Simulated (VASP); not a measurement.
Input:

```yaml
crystal:
  lattice:
    - [3.89787, 0.00000, 0.00000]
    - [0.00000, 3.89787, 0.00000]
    - [0.00000, 0.00000, 3.89787]
  atoms:
    - { symbol: Ti, position: [0.00000, 0.00000, 0.00000] }
    - { symbol: Pt, position: [0.00000, 0.50000, 0.50000] }
    - { symbol: Pt, position: [0.50000, 0.00000, 0.50000] }
    - { symbol: Pt, position: [0.50000, 0.50000, 0.00000] }
```

Method: PBEsol GGA, VASP's PBE PAW potentials (set 64) (plane waves; VASP 6.6.1). Settings: 500 eV cut-off, 8×8×8 Γ-centred mesh, first-order Methfessel-Paxton smearing of 0.10 eV, potentials Ti_sv Pt.

Unless said otherwise, spin-orbit coupling is left out, though it shifts the bands of the heavy elements here.

### Question
Predict the energy per atom (σ→0), band gap (on the k-mesh) with the smallest direct gap where there is one.

### Answer

```yaml
band gap (on the k-mesh): none (metal, semimetal or under 0.01 eV)
energy per atom (σ→0): -8.189 eV/atom
```

Only differences to runs with the same potentials and settings are physical.

The compound is Pt3Ti in the L1_2 structure. It was relaxed first.
